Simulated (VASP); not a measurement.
Output of a VASP run:

### OSZICAR
```
       N       E                     dE             d eps       ncg     rms          rms(c)
DAV:   1     0.935008714177E+02    0.93501E+02   -0.72540E+03  1301   0.123E+03
DAV:   2     0.305473940867E+00   -0.93195E+02   -0.86989E+02  1501   0.278E+02
DAV:   3    -0.699532563828E+01   -0.73008E+01   -0.72578E+01  1562   0.788E+01
DAV:   4    -0.714109637510E+01   -0.14577E+00   -0.14564E+00  1512   0.124E+01
DAV:   5    -0.714449743541E+01   -0.34011E-02   -0.34009E-02  1723   0.181E+00    0.193E+00
DAV:   6    -0.698794467599E+01    0.15655E+00   -0.30887E-01  1531   0.452E+00    0.140E+00
DAV:   7    -0.697694325649E+01    0.11001E-01   -0.70180E-02  1781   0.208E+00    0.925E-01
DAV:   8    -0.698038699548E+01   -0.34437E-02   -0.71986E-03  1382   0.963E-01    0.224E-01
DAV:   9    -0.698032794922E+01    0.59046E-04   -0.18940E-04  1589   0.134E-01    0.125E-01
DAV:  10    -0.698040447424E+01   -0.76525E-04   -0.22901E-04  1397   0.118E-01    0.439E-02
DAV:  11    -0.698039661908E+01    0.78552E-05   -0.15826E-05  1535   0.343E-02    0.138E-02
DAV:  12    -0.698039599540E+01    0.62369E-06   -0.17350E-06  1403   0.101E-02    0.295E-03
DAV:  13    -0.698039605425E+01   -0.58850E-07   -0.21461E-07  1433   0.399E-03
   1 F= -.69803961E+01 E0= -.69803961E+01  d E =-.144392E-14
```

### OUTCAR
```
------------------------ aborting loop because EDIFF is reached ----------------------------------------
  FORCE on cell =-STRESS in cart. coord.  units (eV):
  Direction    XX          YY          ZZ          XY          YZ          ZX
  --------------------------------------------------------------------------------------
  Total        0.0115979      0.0115979      0.2830711      0.0000000      0.0000000      0.0000000
  in kB        0.4250598      0.4250598     10.3745183      0.0000000      0.0000000      0.0000000
  external PRESSURE =       3.7415460 kB  Pullay stress =       0.0000000 kB
  volume of cell :       43.72
      direct lattice vectors                 reciprocal lattice vectors
     0.000000000  2.795992757  2.795992757    -0.178827359  0.178827359  0.178827359
     2.795992757  0.000000000  2.795992757     0.178827359 -0.178827359  0.178827359
     2.795992757  2.795992757  0.000000000     0.178827359  0.178827359 -0.178827359
 POSITION                                       TOTAL-FORCE (eV/Angst)
 -----------------------------------------------------------------------------------
      0.00000      0.00000      0.00000         0.000000      0.000000      0.246007
      2.79599      2.79599      2.94599         0.000000      0.000000     -0.246007
 -----------------------------------------------------------------------------------
    total drift:                               -0.000000     -0.000000      0.000083
  FREE ENERGIE OF THE ION-ELECTRON SYSTEM (eV)
  ---------------------------------------------------
  free  energy   TOTEN  =        -6.9803960542 eV

  energy  without entropy=       -6.9803960542  energy(sigma->0) =       -6.98039605
```
(Selected blocks of OUTCAR.)

POSCAR:
```
NaCl
1
    0.0000000000     2.7959927569     2.7959927569
    2.7959927569     0.0000000000     2.7959927569
    2.7959927569     2.7959927569     0.0000000000
Na Cl
1 1
Direct
  0.0000000000   0.0000000000   0.0000000000
  0.5268241038   0.5268241038   0.4731758962
```

Write an INCAR and KPOINTS that could have produced this output.

Several could match; the one computed here: the input of the run itself, PBEsol GGA, plane waves, VASP's PBE PAW potentials (set 64).

File KPOINTS:
```
Automatic mesh
0
Gamma
8 8 8
0 0 0
```

**INCAR**
```
! general
SYSTEM = NaCl
PREC   = Accurate
ENCUT  = 480
LREAL  = .FALSE.
LASPH  = .TRUE.

! electronic loop
EDIFF  = 1E-7
NELM   = 100
ALGO   = Normal

! smearing
ISMEAR = 0
SIGMA  = 0.05

! functional
GGA    = PS

! ions
ISIF   = 2

! output
LWAVE  = .FALSE.
LCHARG = .FALSE.
```

POTCAR, in this order: Na_pv Cl (PBE.64 set). Program: vasp_std.

The compound is NaCl in the rock salt structure. This cell was strained or had an atom moved on purpose.
